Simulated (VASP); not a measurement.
Given:

```
CELL_PARAMETERS angstrom
      3.69612     0.00000     0.00000
      0.00000     3.69612     0.00000
      0.00000     0.00000     3.69612
ATOMIC_POSITIONS crystal
  Ce 0.50000 0.50000 0.50000
  Mg 0.00000 0.00000 0.00000
```

Level of theory: LDA (Ceperley-Alder, Perdew-Zunger), VASP's LDA PAW potentials (set 64) (plane waves; VASP). Settings: 400 eV cut-off, Gaussian smearing of 0.050 eV, potentials Ce Mg.

**Question.** Predict the band gap (along the path) with the smallest direct gap where there is one.

**Answer.** 
```
Quantity                                                     Result
-------------------------  ----------------------------------------
band gap (along the path)  none (metal, semimetal or under 0.01 eV)
```

The structure comes from a computed database's CeMg entry (Pm-3m); how it stands against other phases isn't given here. It was relaxed first, which changed the volume by -11 %. The run is not spin-polarised, so no magnetic state was tried.
